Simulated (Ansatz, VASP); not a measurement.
# Hf (Hafnium) in two plane-wave programs, part 2 of 2

Wanted: the spread between two codes on one cell, functional and k mesh. The cell is taken from a series of runs on this material, whose earlier steps may have relaxed, scaled, displaced or heated it; both programs get it as it stands.

VASP 6.6.1 and Ansatz 0.2.0.

So far: Starting point; VASP: zone-centre phonons, PBEsol.

## Step 3: Ansatz: zone-centre phonons, PBEsol

Level of this step: Ansatz beside VASP: Kohn-Sham DFT, plane waves, PBEsol (Ansatz).

Ansatz runs on its PAW soft_1 files.

The same cell, functional, mesh and smearing now go to Ansatz, which takes its cutoff from its data sets.

Contents of input.yaml:

```yaml
crystal:
  lattice:
    - [3.0340052, 0.0, 0.0]
    - [-1.5170026, 2.6275255784, 0.0]
    - [0.0, 0.0, 5.1572607761]
  atoms:
    - { symbol: Hf, position: [0.3333333333, 0.6666666667, 0.25] }
    - { symbol: Hf, position: [0.6666666667, 0.3333333333, 0.75] }
kpoints:
  mp_grid: { grid: [15, 15, 8] }
hamiltonian:
  xc: pbesol
  pseudopotentials: { kind: paw, azcp: { folder: soft_1 }, xc_functional: pbe }
scf:
  occupations: { method: methfessel_paxton, width: 0.2 }
output:
  eigenvalues: true
phonons:
  method: dfpt
```

Run with:

```sh
ansatz run input.yaml --threads 4 --pin off --max-ram 10240MiB --backend cpu --events-out ev --progress --plain --runs-dir out
```

Numbers of over 12 decimals in the logs are rounded to 6 here.

What it wrote:

```text
zone centre: on kpoints.mp_grid the ground state, and the responses unless they are solved on pairs of k-points, stand on 320 of the mesh's 1800 k-points, reduced under 4 symmetry operations, with k and −k counted as one. Each operation leaves every solved displacement unchanged or reverses it
Engine: ansatz 0.2.0, x86_64-unknown-linux-gnu
Pseudopotentials: kind: paw
Pseudopotential: Hf, paw, valence charge 26, recommended cutoff 420 eV (normal), soft_1/Hf.paw.azcp
Functional definition: PBEsol
  exchange = pbesol_x
  correlation = pbesol_c
Crystal: 2 atoms, lattice volume = 41.113 Å³
Basis set: ecut = 420 eV, 785 PW (Γ), exchange–correlation on 48×48×72 points (8 copies of the dense FFT grid, shifted against one another)
Bands: 32, of which v1, the nominal top of the filled ones, is band 26 counted from 1 (25 counted from 0)
Symmetry: 24 space group operations
k-points: 320 of 1800 (irreducible under 4 space group operations, time reversal used)
Non-local potential: Hf, projectors of the file, l = 0: 3, l = 1: 2, l = 2: 2, l = 3: 3
PAW form: soft (Blöchl's): semilocal exchange-correlation on the pseudo side does not see the compensation charge
PAW frozen core: Hf, regenerated for the run's functional, and the local potential with it (the file was generated under x = pbe(κ = 0.804, μ = 0.219515), c = pbe(β = 0.066725))
PAW one-centre angular grid: Hf, 590 points (default); XC on 64 Gauss nodes
Initial density: superposition of atomic densities (chi_scale 0.1, normalization cell)
Initial wavefunctions: pseudopotential atomic-orbital guess
Functional: x = pbesol(κ = 0.804, μ = 0.123457), c = pbesol(β = 0.046)
SCF iter   1: F=—  HF=-31197.738391 eV  |F-HF|=—  |Δ(HF+E_count)|=         —  Δρ=3.64e-2  dr2=6.15e-1  ethr=3.10e-3  ⟨swp⟩=5.3  Hψ=35657  notcnv=0
preconditioner: auto → Kerker (q_TF=auto, 2.837 Å⁻¹)  [metal: Δε(μ)=0.035 eV  Ē_g=16.915 eV  σ=0.200 eV  W_gap=0.15  n_scr=22 (ndim 8)  ℏωp=40.1 eV  f_vac=0.000  D(μ)=1.65/eV (n_scr^D=22)]
SCF iter   2: F=—  HF=-31197.598171 eV  |F-HF|=—  |Δ(HF+E_count)|=   1.40e-1  S|Δr|=    0.00e0  Δρ=2.22e-2  dr2=2.27e-1  ethr=1.18e-3  ⟨swp⟩=3.0  Hψ=20462  notcnv=0  defer=147
SCF iter   3: F=—  HF=-31197.549688 eV  |F-HF|=—  |Δ(HF+E_count)|=   4.85e-2  S|Δr|=    0.00e0  Δρ=9.80e-3  dr2=4.54e-2  ethr=4.36e-4  ⟨swp⟩=2.0  Hψ=15837  notcnv=0  defer=150
SCF iter   4: F=—  HF=-31197.508039 eV  |F-HF|=—  |Δ(HF+E_count)|=   4.16e-2  S|Δr|=    0.00e0  Δρ=3.07e-3  dr2=1.73e-3  ethr=8.73e-5  ⟨swp⟩=2.0  Hψ=18537  notcnv=0  defer=150
SCF iter   5: F=—  HF=-31197.509164 eV  |F-HF|=—  |Δ(HF+E_count)|=   1.13e-3  S|Δr|=    0.00e0  Δρ=6.14e-4  dr2=1.23e-4  ethr=3.33e-6  ⟨swp⟩=2.5  Hψ=16087  notcnv=0  defer=151
SCF iter   6: F=—  HF=-31197.509280 eV  |F-HF|=—  |Δ(HF+E_count)|=   1.16e-4  S|Δr|=    0.00e0  Δρ=1.11e-4  dr2=2.71e-6  ethr=2.37e-7  ⟨swp⟩=2.3  Hψ=18638  notcnv=0  defer=151
SCF iter   7: F=—  HF=-31197.509291 eV  |F-HF|=—  |Δ(HF+E_count)|=   1.14e-5  S|Δr|=    0.00e0  Δρ=2.38e-5  dr2=1.59e-7  ethr=5.21e-9  ⟨swp⟩=2.7  Hψ=19652  notcnv=0  defer=165
SCF iter   8: F=—  HF=-31197.509291 eV  |F-HF|=—  |Δ(HF+E_count)|=   2.42e-8  S|Δr|=    0.00e0  Δρ=4.79e-6  dr2=6.16e-9  ethr=3.06e-10  ⟨swp⟩=2.5  Hψ=19135  notcnv=0  defer=165
SCF iter   9: F=—  HF=-31197.509291 eV  |F-HF|=—  |Δ(HF+E_count)|=  6.18e-11  S|Δr|=    0.00e0  Δρ=8.67e-7  dr2=2.58e-10  ethr=1.18e-11  ⟨swp⟩=2.5  Hψ=17904  notcnv=0  defer=165
SCF iter  10: F=—  HF=-31197.509291 eV  |F-HF|=—  |Δ(HF+E_count)|=  2.55e-11  S|Δr|=    0.00e0  Δρ=3.23e-7  dr2=2.34e-11  ethr=1.00e-12  ⟨swp⟩=2.1  Hψ=12417  notcnv=0  defer=165
SCF iter  11: F=-31197.509291 eV  HF=-31197.509291 eV  |F-HF|=3.64e-12  |Δ(HF+E_count)|=  3.64e-12  S|Δr|=    0.00e0  Δρ=6.15e-8  dr2=6.94e-13  ethr=1.00e-12  ⟨swp⟩=11.2  Hψ=63222  notcnv=0
the search or the solves at the SCF's close seem to have found levels that the self-consistency loop had missed (the run counts 3). By its estimate they hold under 1e-12 electrons; where the run keeps them, the occupations were computed again with them
SCF 1 converged in 11 iterations: F = -31197.509291 eV  dr2 = 6.94e-13
  greatest PAW one-centre occupation: 0.998 electrons in one spin orbital (limit 2), on the Hf atom at site 1 (counted from 0), in its partial waves of l = 0
DFPT response loops at Γ: preconditioner auto → Kerker (q_TF=auto, 2.837 Å⁻¹) (partly filled bands, converged f_vac=0.000); β = 1.00, the filter's whole step (`scf.mixing.beta` (0.50) is not read by the response loops under this deck's `scf.mixing.preconditioner`; to damp them name `kerker` or `kerker_dos`, under which they read `scf.mixing.beta`, and type it under 1.00, their step now; both keys bind the ground state too); Broyden in place of MSR1
SCF converged after 11 iterations
Stability not checked: this state was not tested for a lower state beside it, because cold or Methfessel-Paxton smearing, or corrected tetrahedra, fill the levels in a way that the test cannot read (fill_not_monotonic; see scf.lower_state_search)
Free energy (F): -31197.509291 eV
Harris-Foulkes:  -31197.509291 eV  (|F-HF|=3.64e-12)
Internal energy: -31197.509829 eV  (E = F + TS)
E sigma→0 (E₀):  -31197.509426 eV
Entropy (-TS):   0.000538 eV (0.269 meV/atom)
Fermi energy:    19.738604 eV
Step filling:    the computed levels leave a gap of 0.0000 eV = 0.0 smearing widths at the electron count; against every level under it full and every level over it empty, smearing changes F+E_penalty+E_count by -0.910 meV and its σ→0 estimate by -1.044 meV
--- Per-component energies (eV) ---
  E_band       = 74.929203
  E_kinetic    = 825.678029
  E_local      = -12177.546920  (includes V_loc(G=0)·N_el)
  E_nonlocal   = 128.775707
  E_hartree    = 5966.767433
  E_xc         = -531.629522
  E_vxc        = -512.323638  (∫ρ·V_xc dr)
  E_paw        = -15151.396655  (= ΣΔE_a)
  E_vpaw       = -123.189077  (= ΣTr[D̂ρ^β])
  E_aug_tail   = 0.000190  (compensation charges beyond the density's cutoff)
  E_ewald      = -10260.660203
  E_core_change = 2.502112  (= ΣΔE_core)
  E_smearing   = 0.000538  (= −TS)
  E_closure    = 0.000000  (closes the sum)
  Σ components = -31197.509291   (vs F -31197.509291, Δ=0.00e0)
--- Band table (eV; the first three rows and the last of 320) ---
  k-point 0: bands = [... 22 lower, 12.0918, 15.5926, 20.1432, 20.4887, 21.0827, 21.0827, 21.7997, 21.7997, ... 2 higher]
  k-point 1: bands = [... 22 lower, 12.2342, 15.5172, 19.9587, 20.3864, 21.0443, 21.0443, 21.7163, 21.7163, ... 2 higher]
  k-point 2: bands = [... 22 lower, 12.6442, 15.2471, 19.6053, 20.1170, 20.9859, 20.9859, 21.5116, 21.5116, ... 2 higher]
  k-point 319: bands = [... 22 lower, 16.7403, 16.7403, 18.9088, 18.9088, 19.7984, 19.7984, 22.0770, 22.0770, ... 2 higher]
--- Phonons (Γ-DFPT): 2 representative perturbations + reference, on 320 of 1800 k-points (Σ response iterations 6) ---
  k mesh reduced under 4 symmetry operations, with k and −k counted as one. Each operation leaves every solved displacement unchanged or reverses it
  ASR residual: 4.265e-5 → 0.000e0 eV/Å²; symmetrization residual: 4.481e-12 eV/Å²
  ASR residual per site (eV/Å²): 4.27e-5 4.27e-5
  Γ frequencies (cm⁻¹): 0.00 0.00 0.00 63.85 63.85 122.91
  non-analytic LO–TO correction: not included (Born effective charges unavailable; polar crystals: no LO–TO splitting at Γ)
```

The column dr2 measures how far the density is from self-consistency, as an energy; F and HF (Harris–Foulkes) agree once it is small.

## Step 4: Differences

Known differences besides the potentials themselves: the data sets hold 52 valence electrons in Ansatz (on its PAW soft_1 files) and 20 in VASP; the cutoff is 420 eV in Ansatz and 500 eV in VASP; Ansatz makes its cores anew for this functional, VASP keeps those of its PBE data sets. Total energies have different zeros and are not compared.

The two programs side by side:

```tsv
quantity	Ansatz	VASP	difference
optical mode 1 to 2 (cm⁻¹)	63.9	64.3	-0.77 %
optical mode 3 (cm⁻¹)	122.9	121.1	+1.53 %
```

Modes are paired by rising frequency, not by their patterns, so a pair may set unlike modes beside each other; they are those without the splitting of longitudinal modes.

## Step 5: Results

```
r.m.s. difference of the optical zone-centre modes, each program's sorted by frequency (zone-centre phonons, PBEsol) : 1.1 cm⁻¹
difference in optical mode 3 (zone-centre phonons, PBEsol)                                                           : +1.5 %
```

In words: The r.m.s. difference of the optical zone-centre modes, each program's sorted by frequency is 1.1 cm⁻¹ (zone-centre phonons, PBEsol). The data sets hold unlike numbers of valence electrons (52 in Ansatz and 20 in VASP), so part of the differences comes from the potentials. Among the rows given in per cent, the largest difference of the zone-centre phonons, PBEsol pair is in optical mode 3, +1.5 %. Such differences can come from data sets, numerical settings and the points named under the comparisons, not from the functional's error against experiment.

[Lines on the potential files, build, host, timing and source positions are cut from VASP's logs without a mark.]

[Logs are printed without paths, hosts, clocks, repeated set-up lines and the standing remarks that a program may print on its own settings, such as how far it seeks lower states.]

[Hosts, paths, dates, database ids (printed as entryN), source tags and the programs' standing remarks are cut or masked in the printed files.]
